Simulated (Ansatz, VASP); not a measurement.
# Al in two plane-wave programs

One calculation is typed for both programs; each brings its own data sets. How far apart do they land? Of the first pair: The structure shown is the start of the Ansatz relaxation below; VASP solves that cell, so the two are compared at the walk's first step.

Calculated with Ansatz 0.2.0; plane waves, with VASP 6.6.1 beside it; single point at PBEsol.

### 1. Starting point

The cell holds 4 atoms: 4 Al. Cell: a = 2.864 Å, b = 2.864 Å, c = 20.075 Å, α = 90.0°, β = 90.0°, γ = 90.0°. It derives from Al. As first built, before any earlier steps moved the atoms (in the runner's words): stoichiometric True; symmetric True; series ['metal Al100', 4, 'layers']. Vacuum lies along c.

### 2. Ansatz: relaxation, PBEsol

Ansatz runs on its PAW soft_1 files.

The two programs are compared at the cell with which this relaxation starts, whose forces are those of its first step.

File input.yaml:

```yaml
crystal:
  lattice:
    - [2.8637824638, 0.0, 0.0]
    - [0.0, 2.8637824638, 0.0]
    - [0.0, 0.0, 20.075]
  atoms:
    - { symbol: Al, position: [0.0, 0.0, 0.651307597] }
    - { symbol: Al, position: [0.5, 0.5, 0.550435866] }
    - { symbol: Al, position: [0.0, 0.0, 0.449564134] }
    - { symbol: Al, position: [0.5, 0.5, 0.348692403] }
kpoints:
  mp_grid: { grid: [10, 10, 1] }
scf:
  occupations: { method: fermi_dirac, width: 0.05 }
  n_extra_bands: 8
hamiltonian:
  xc: pbesol
  pseudopotentials: { kind: paw, azcp: { folder: soft_1 }, xc_functional: pbe }
output:
  forces: true
  write_potential: true
  volumetric_format: []
relax:
  f_tol: 0.03
  max_steps: 45
  constraints: [{ sites: [1, 2] }]
```

Command:

```sh
$ ansatz run input.yaml --threads 4 --pin off --max-ram 11264MiB --backend cpu --events-out ev --progress --plain --runs-dir out
```

Numbers of over 12 decimals in the logs are rounded to 6 here.

Output:

```text
scf.n_extra_bands = 8 over 6 filled bands (N_el = 12.0): the run solves 14 bands
Engine: ansatz 0.2.0, x86_64-unknown-linux-gnu
Pseudopotentials: kind: paw
Pseudopotential: Al, paw, valence charge 3, recommended cutoff 420 eV (normal), soft_1/Al.paw.azcp
Functional definition: PBEsol
  exchange = pbesol_x
  correlation = pbesol_c
Crystal: 4 atoms, lattice volume = 164.640 Å³
Basis set: ecut = 420 eV, 3239 PW (Γ), exchange–correlation on 40×40×270 points (8 copies of the dense FFT grid, shifted against one another)
Bands: 14, of which v1, the nominal top of the filled ones, is band 6 counted from 1 (5 counted from 0)
Symmetry: 16 space group operations
Space group: P4/nmm (ITA 129), of the structure as read, at distance tolerance 5.5e-5 Å
k-points: 21 of 100
Non-local potential: Al, projectors of the file, l = 0: 2, l = 1: 2, l = 2: 1
PAW form: soft (Blöchl's): semilocal exchange-correlation on the pseudo side does not see the compensation charge
PAW frozen core: Al, regenerated for the run's functional, and the local potential with it (the file was generated under x = pbe(κ = 0.804, μ = 0.219515), c = pbe(β = 0.066725))
PAW one-centre angular grid: Al, 110 points (default); XC on 64 Gauss nodes
Initial density: superposition of atomic densities (neutral atoms: chi_scale 0, normalization atom)
Initial wavefunctions: pseudopotential atomic-orbital guess
Functional: x = pbesol(κ = 0.804, μ = 0.123457), c = pbesol(β = 0.046)
SCF iter   1: F=—  HF=-2097.676504 eV  |F-HF|=—  |Δ(HF+E_count)|=         —  Δρ=1.83e-2  dr2=4.47e0  ethr=3.10e-3  ⟨swp⟩=9.2  Hψ=2619  notcnv=0  defer=6
preconditioner: auto → LDOS  [metal: Δε(μ)=0.044 eV  Ē_g=8.091 eV  σ=0.050 eV  W_gap=0.21  n_scr=10 (ndim 8)  ℏωp=10.0 eV  f_vac=0.432  D(μ)=2.44/eV (n_scr^D=10)  β→1.0]
SCF iter   2: F=—  HF=-2097.073326 eV  |F-HF|=—  |Δ(HF+E_count)|=   6.03e-1  Δρ=9.63e-3  dr2=4.64e-1  ethr=3.10e-3  ⟨swp⟩=3.0  Hψ=694  notcnv=0  defer=40
SCF iter   3: F=—  HF=-2097.022309 eV  |F-HF|=—  |Δ(HF+E_count)|=   5.10e-2  Δρ=1.90e-3  dr2=2.29e-2  ethr=3.10e-3  ⟨swp⟩=2.6  Hψ=490  notcnv=0  defer=40
SCF iter   4: F=—  HF=-2097.016355 eV  |F-HF|=—  |Δ(HF+E_count)|=   5.95e-3  Δρ=5.95e-4  dr2=1.21e-3  ethr=1.91e-4  ⟨swp⟩=2.4  Hψ=590  notcnv=0  defer=44
SCF iter   5: F=—  HF=-2097.016352 eV  |F-HF|=—  |Δ(HF+E_count)|=   3.35e-6  Δρ=1.66e-4  dr2=1.33e-4  ethr=1.01e-5  ⟨swp⟩=2.4  Hψ=428  notcnv=0  defer=44
SCF iter   6: F=-2097.016358 eV  HF=-2097.016358 eV  |F-HF|=4.87e-7  |Δ(HF+E_count)|=   6.14e-6  Δρ=2.08e-5  dr2=1.31e-6  ethr=1.88e-7  ⟨swp⟩=10.5  Hψ=1934  notcnv=0
SCF 1 converged in 6 iterations: F = -2097.016358 eV  dr2 = 1.31e-6
  greatest PAW one-centre occupation: 0.478 electrons in one spin orbital (limit 2), on the Al atom at site 3 (counted from 0), in its partial waves of l = 0
relax step   1: F+E_penalty+E_count = -2097.01635814 eV  Δ(F+E_penalty+E_count) = +0.000e0 eV  max|allowed force component| = 1.151e-1 eV/Å  Δτ_max = 0.0000 Å  (6 SCF iters, dr2 threshold 2.25e-5 eV, accepted)
Initial density: handed on by an earlier stage of this run
Initial wavefunctions: those handed on with the density
iter 1 solved again at ethr=1.10e-4 eV; its pass at ethr=3.10e-3 eV (dr2=1.31e-2 eV) is discarded
SCF iter   1: F=—  HF=-2097.022964 eV  |F-HF|=—  |Δ(HF+E_count)|=         —  Δρ=1.16e-3  dr2=1.24e-2  ethr=1.10e-4  ⟨swp⟩=2.2  Hψ=1571  notcnv=0  defer=44
preconditioner: auto → LDOS  [metal: Δε(μ)=0.167 eV  Ē_g=7.695 eV  σ=0.050 eV  W_gap=0.47  n_scr=10 (ndim 8)  ℏωp=10.0 eV  f_vac=0.446  D(μ)=2.25/eV (n_scr^D=10)  β→1.0]
SCF iter   2: F=—  HF=-2097.021008 eV  |F-HF|=—  |Δ(HF+E_count)|=   1.96e-3  Δρ=6.37e-4  dr2=2.35e-3  ethr=1.04e-4  ⟨swp⟩=2.7  Hψ=401  notcnv=0  defer=44
SCF iter   3: F=—  HF=-2097.020691 eV  |F-HF|=—  |Δ(HF+E_count)|=   3.18e-4  Δρ=1.85e-4  dr2=2.97e-4  ethr=1.96e-5  ⟨swp⟩=2.6  Hψ=389  notcnv=0  defer=44
SCF iter   4: F=—  HF=-2097.020648 eV  |F-HF|=—  |Δ(HF+E_count)|=   4.26e-5  Δρ=5.66e-5  dr2=3.53e-5  ethr=2.48e-6  ⟨swp⟩=1.5  Hψ=305  notcnv=0  defer=44
SCF iter   5: F=—  HF=-2097.020688 eV  |F-HF|=—  |Δ(HF+E_count)|=   4.00e-5  Δρ=9.05e-6  dr2=5.97e-7  ethr=2.94e-7  ⟨swp⟩=1.7  Hψ=344  notcnv=0  defer=44
SCF iter   6: F=-2097.020688 eV  HF=-2097.020688 eV  |F-HF|=6.15e-9  |Δ(HF+E_count)|=   3.40e-8  Δρ=1.55e-6  dr2=1.29e-8  ethr=8.33e-10  ⟨swp⟩=10.3  Hψ=1556  notcnv=0
SCF 2 converged in 6 iterations: F = -2097.020688 eV  dr2 = 1.29e-8
  greatest PAW one-centre occupation: 0.481 electrons in one spin orbital (limit 2), on the Al atom at site 3 (counted from 0), in its partial waves of l = 0
relax step   2: F+E_penalty+E_count = -2097.02068801 eV  Δ(F+E_penalty+E_count) = -4.330e-3 eV  max|allowed force component| = 2.561e-2 eV/Å  Δτ_max = 0.0539 Å  (6 SCF iters, accepted)
NSCF: frozen V_eff on 21 k-points
the band table was solved once a step of the walk had ended and its energy, with any forces and stress, was formed, with the checks that follow a solve (3199 applications of the Hamiltonian). They found nothing against the state; the energy, forces and stress were not computed again (output.eigenvalues in the input reference)
WARN: The output density's exchange-correlation potential varies sharply where the density is thin. Do not read a vacuum level from v_tot or v_xc, or from such a field of the output density. On a cell that repeats whose density bears no net charge and no dipole along the vacuum's axis use v_es (v_loc + v_h of the components); under efield.dipole_correction with no amplitude use v_es + v_field, which holds any externa [...]
SCF converged after 6 iterations
Free energy (F): -2097.020688 eV
Harris-Foulkes:  -2097.020688 eV  (|F-HF|=6.15e-9)
Internal energy: -2097.002054 eV  (E = F + TS)
E sigma→0 (E₀):  -2097.011371 eV
Entropy (-TS):   -0.018634 eV (-4.658 meV/atom)
Fermi energy:    0.600097 eV
--- Per-component energies (eV) ---
  E_band       = -40.799978
  E_kinetic    = 84.290962
  E_local      = -1810.024701  (includes V_loc(G=0)·N_el)
  E_nonlocal   = 40.565278
  E_hartree    = 885.355821
  E_xc         = -146.085566
  E_vxc        = -112.746528  (∫ρ·V_xc dr)
  E_paw        = -1826.580657  (= ΣΔE_a)
  E_vpaw       = -13.596928  (= ΣTr[D̂ρ^β])
  E_aug_tail   = -0.000009  (compensation charges beyond the density's cutoff)
  E_ewald      = 675.400263
  E_core_change = 0.076556  (= ΣΔE_core)
  E_smearing   = -0.018634  (= −TS)
  E_closure    = 0.000000  (closes the sum)
  Σ components = -2097.020688   (vs F -2097.020688, Δ=0.00e0)
--- Forces (eV/Å), atoms counted from 1 ---
  atom   1  Al     0.00000000     0.00000000    -0.02561128
  atom   2  Al     0.00000000     0.00000000     0.20194921
  atom   3  Al     0.00000000     0.00000000    -0.20194921
  atom   4  Al     0.00000000     0.00000000     0.02561128
  max |Σ_I F_I| component: 3.47e-18 eV/Å
--- Band table (eV; the first three rows and the last of 21) ---
  k-point 0: bands = [... 2 lower, -6.4730, -3.7010, -1.3849, 1.9803, 4.0503, 5.2222, 5.4022, 6.3419, ... 4 higher]
  k-point 1: bands = [... 2 lower, -6.2965, -3.5253, -1.2175, 2.1420, 3.8515, 4.2238, 5.1792, 5.4030, ... 4 higher]
  k-point 2: bands = [... 2 lower, -5.7685, -3.0005, -0.7179, 1.0939, 2.4857, 2.6896, 4.4130, 4.7686, ... 4 higher]
  k-point 20: bands = [... 2 lower, -0.4919, -0.4919, -0.4442, -0.4442, 0.9960, 0.9960, 1.4289, 1.4289, ... 4 higher]
--- Relaxed structure (2 steps of the walk, 2 accepted, 0 SCFs on fresh bases) ---
  F+E_penalty+E_count = -2097.02068801 eV   max|allowed force component| = 2.561e-2 eV/Å
  atoms:
    - { symbol: Al, position: [0, 0.0, 0.653991] }
    - { symbol: Al, position: [0.500000, 0.500000, 0.550435866] }
    - { symbol: Al, position: [0.0, 0.0, 0.449564134] }
    - { symbol: Al, position: [0.500000, 0.500000, 0.346009] }
```

In the SCF lines HF is the Harris–Foulkes energy and dr2 the Hartree energy of the density residual, in eV; the loop may stop once dr2 is under the threshold and the program's other checks hold. Hψ counts applications of the Hamiltonian.

### 3. VASP: single point, PBEsol, start cell, pair 1

The same cell, functional, mesh and smearing now go to VASP, with its own data sets.

Lines of VASP's logs that name or quote its potential files are left out, and so is its time.

File INCAR:

```
SYSTEM = Al
PREC = Accurate
ENCUT = 400
EDIFF = 1E-06
NELM = 120
ISMEAR = -1
SIGMA = 0.05
LREAL = .FALSE.
ALGO = Normal
GGA = PS
NBANDS = 12
LORBIT = 11
LWAVE = .FALSE.
LCHARG = .FALSE.
ISIF = 2
LASPH = .TRUE.
GGA_COMPAT = .FALSE.
```

File POSCAR:

```
Al
1.0
    2.8637824638      0.0000000000      0.0000000000
    0.0000000000      2.8637824638      0.0000000000
    0.0000000000      0.0000000000     20.0750000000
Al
4
Direct
    0.0000000000      0.0000000000      0.6513075965
    0.4999999190      0.4999999190      0.5504358655
    0.0000000000      0.0000000000      0.4495641345
    0.4999999190      0.4999999190      0.3486924035
```

File KPOINTS:

```
Automatic mesh
0
Gamma
10 10 1
0 0 0
```

Potentials, in the order of the species: Al (PBE family, release 64).

Command:

```sh
$ mpirun -np 1 vasp_std
```

Output:

```text
[banner, memory and clock lines left out]
running    1 mpi-ranks, on    1 nodes
 distrk:  each k-point on    1 cores,    1 groups
 distr:  one band on    1 cores,    1 groups

 POSCAR found type information on POSCAR Al
 POSCAR found :  1 types and       4 ions
|                                                                             |
|               ----> ADVICE to this user running VASP <----                  |
|                                                                             |
|     You enforced a specific xc type in the INCAR file but a different       |
|     [... a line on the potential file left out ...]
|     I HOPE YOU KNOW WHAT YOU ARE DOING!                                     |
|                                                                             |

 LDA part: xc-table for (Slater+PW92), standard interpolation
 POSCAR, INCAR and KPOINTS ok, starting setup
 FFT: planning ... GRIDC
 FFT: planning ... GRID_SOFT
 FFT: planning ... GRID
 WAVECAR not read
 entering main loop
       N       E                     dE             d eps       ncg     rms          rms(c)
DAV:   1     0.218067030124E+02    0.21807E+02   -0.34115E+03   504   0.580E+02
DAV:   2    -0.142729116086E+02   -0.36080E+02   -0.34345E+02   736   0.996E+01
DAV:   3    -0.157772404332E+02   -0.15043E+01   -0.14508E+01   664   0.197E+01
DAV:   4    -0.158299726941E+02   -0.52732E-01   -0.52672E-01   724   0.467E+00
DAV:   5    -0.158328983728E+02   -0.29257E-02   -0.29256E-02   804   0.102E+00    0.302E+00
DAV:   6    -0.152874168983E+02    0.54548E+00   -0.19928E+00   544   0.545E+00    0.167E+00
DAV:   7    -0.152164810562E+02    0.70936E-01   -0.21826E-01   604   0.228E+00    0.910E-01
DAV:   8    -0.151902607044E+02    0.26220E-01   -0.77704E-02   628   0.127E+00    0.256E-01
DAV:   9    -0.151895536375E+02    0.70707E-03   -0.16804E-02   592   0.657E-01    0.164E-01
DAV:  10    -0.151892107938E+02    0.34284E-03   -0.37124E-03   628   0.315E-01    0.716E-02
DAV:  11    -0.151891475307E+02    0.63263E-04   -0.14412E-03   584   0.182E-01    0.334E-02
DAV:  12    -0.151891276666E+02    0.19864E-04   -0.39291E-04   580   0.937E-02    0.257E-02
DAV:  13    -0.151891798748E+02   -0.52208E-04   -0.88585E-05   548   0.458E-02    0.155E-02
DAV:  14    -0.151894683850E+02   -0.28851E-03   -0.46166E-05   564   0.291E-02    0.171E-02
DAV:  15    -0.151895655724E+02   -0.97187E-04   -0.18990E-05   580   0.184E-02    0.101E-02
DAV:  16    -0.151896306571E+02   -0.65085E-04   -0.53625E-06   580   0.945E-03    0.197E-03
DAV:  17    -0.151896956223E+02   -0.64965E-04   -0.81644E-06   536   0.806E-03    0.201E-03
DAV:  18    -0.151897084865E+02   -0.12864E-04   -0.71987E-07   528   0.289E-03    0.555E-04
DAV:  19    -0.151897117425E+02   -0.32561E-05   -0.17222E-07   444   0.133E-03    0.562E-04
DAV:  20    -0.151897120340E+02   -0.29147E-06   -0.20402E-08   444   0.679E-04
   1 F= -.15189712E+02 E0= -.15180815E+02  d E =-.177946E-01
```

Parts of OUTCAR (step 3):

```text
ion  position               nearest neighbor table
   1  0.000  0.000  0.651-   2 2.86   2 2.86   2 2.86   2 2.86
   2  0.500  0.500  0.550-   1 2.86   3 2.86   1 2.86   3 2.86   1 2.86   3 2.86   1 2.86   3 2.86

  LATTYP: Found a simple tetragonal cell.
 ALAT       =     2.8637824638
 C/A-ratio  =     7.0099598184

 Subroutine GETGRP returns: Found 16 space group operations
 (whereof  8 operations were pure point group operations)

The static configuration has the point symmetry C_4v.
 The point group associated with its full space group is D_4h.

 Found     21 irreducible k-points:

   k-points           NKPTS =     21   k-points in BZ     NKDIM =     21   number of bands    NBANDS=     12

   dimension x,y,z NGX =    20 NGY =   20 NGZ =  140
   dimension x,y,z NGXF=    40 NGYF=   40 NGZF=  280

   ENCUT  =  400.0 eV  29.40 Ry    5.42 a.u.   4.67  4.67 32.74*2*pi/ulx,y,z

   NELECT =      12.0000    total number of electrons

 k-points in reciprocal lattice and weights: Automatic mesh
   0.00000000  0.00000000  0.00000000       0.010
   0.10000000  0.00000000  0.00000000       0.040
   0.20000000  0.00000000  0.00000000       0.040
   0.30000000  0.00000000  0.00000000       0.040
   0.40000000  0.00000000  0.00000000       0.040
   0.50000000  0.00000000  0.00000000       0.020
   0.10000000  0.10000000  0.00000000       0.040
   0.20000000  0.10000000  0.00000000       0.080
   0.30000000  0.10000000  0.00000000       0.080
[...]
0.50000000  0.40000000  0.00000000       0.040
   0.50000000  0.50000000  0.00000000       0.010

 average (electrostatic) potential at core
       1 -79.6284       2 -79.7367       3 -79.7367       4 -79.6284

 E-fermi :   0.6262

 k-point     1 :       0.0000    0.0000    0.0000
  band No.  band energies     occupation
      1     -10.0310      2.00000
      2      -8.5995      2.00000
      3      -6.4474      2.00000
      4      -3.6227      2.00000
      5      -1.3065      2.00000
      6       2.1234      0.00000
      7       4.1426      0.00000
      8       5.2912      0.00000
      9       5.4798      0.00000
     10       6.2812      0.00000
    ...

 k-point     2 :       0.1000    0.0000    0.0000
  band No.  band energies     occupation
      1      -9.8511      2.00000
      2      -8.4211      2.00000
      3      -6.2709      2.00000
      4      -3.4471      2.00000
      5      -1.1392      2.00000
      6       2.2809      0.00000
      7       3.7778      0.00000
      8       4.3142      0.00000
      9       5.0787      0.00000
     10       5.4718      0.00000
    ...

 k-point     3 :       0.2000    0.0000    0.0000
  band No.  band energies     occupation
      1      -9.3130      2.00000
      2      -7.8872      2.00000
      3      -5.7429      2.00000
      4      -2.9230      2.00000
      5      -0.6401      2.00000
      6       1.0116      0.00090
      7       2.3790      0.00000
      8       2.8340      0.00000
      9       4.4506      0.00000
     10       4.8644      0.00000
    ...

  Total       -2.9691017     -2.9691017      0.9448126      0.0000000      0.0000000      0.0000000
  in kB      -28.8934933    -28.8934933      9.1943424      0.0000000      0.0000000      0.0000000
  external PRESSURE =     -16.1975481 kB  Pullay stress =       0.0000000 kB

  energy-cutoff  :      400.00
  volume of cell :      164.64
      direct lattice vectors                 reciprocal lattice vectors
     2.863782464  0.000000000  0.000000000     0.349188534  0.000000000  0.000000000
     0.000000000  2.863782464  0.000000000     0.000000000  0.349188534  0.000000000
     0.000000000  0.000000000 20.075000000     0.000000000  0.000000000  0.049813200

 POSITION                                       TOTAL-FORCE (eV/Angst)
 -----------------------------------------------------------------------------------
      0.00000      0.00000     13.07500         0.000000      0.000000      0.119545
      1.43189      1.43189     11.05000         0.000000      0.000000      0.113944
      0.00000      0.00000      9.02500         0.000000      0.000000     -0.113944
      1.43189      1.43189      7.00000         0.000000     -0.000000     -0.119545
 -----------------------------------------------------------------------------------
    total drift:                               -0.000010     -0.000010      0.000009

  FREE ENERGIE OF THE ION-ELECTRON SYSTEM (eV)
  ---------------------------------------------------
  free  energy   TOTEN  =       -15.1897120340 eV

  energy  without entropy=      -15.1719174206  energy(sigma->0) =      -15.18081473

 total charge
# of ion       s       p       d       tot
------------------------------------------
    1        0.467   0.295   0.000   0.762
    2        0.427   0.339   0.000   0.766
    3        0.427   0.339   0.000   0.766
    4        0.467   0.295   0.000   0.762
--------------------------------------------------
tot          1.788   1.267   0.000   3.055

[... 3 further parts left out ...]
```

### 4. Side by side

Known differences besides the potentials themselves: the cutoff is 420 eV in Ansatz and 400 eV in VASP; Ansatz makes its cores anew for this functional, VASP keeps those of its PBE data sets. Total energies have different zeros and are not compared.

Forces (eV/Å; atoms numbered as in POSCAR):

```tsv
atom	Ansatz x, y, z	VASP x, y, z
Al1	0.000, 0.000, 0.115	0.000, 0.000, 0.120
Al2	0.000, 0.000, 0.114	0.000, 0.000, 0.114
Al3	0.000, 0.000, -0.114	0.000, 0.000, -0.114
Al4	0.000, 0.000, -0.115	0.000, 0.000, -0.120
```

The forces differ by 1.8 meV/Å r.m.s., which is 2.7 % of the r.m.s. force of 0.067 eV/Å (both taken over all components). With vacuum in the cell, a pressure given here is an average over mostly empty space and none of the material.

(Part 1 of 2 ends here.)

[Lines on the potential files, build, host, timing and source positions are cut from VASP's logs without a mark.]

[Logs are printed without paths, hosts, clocks, repeated set-up lines and the standing remarks that a program may print on its own settings, such as how far it seeks lower states.]

[Hosts, paths, dates, database ids (printed as entryN), source tags and the programs' standing remarks are cut or masked in the printed files.]
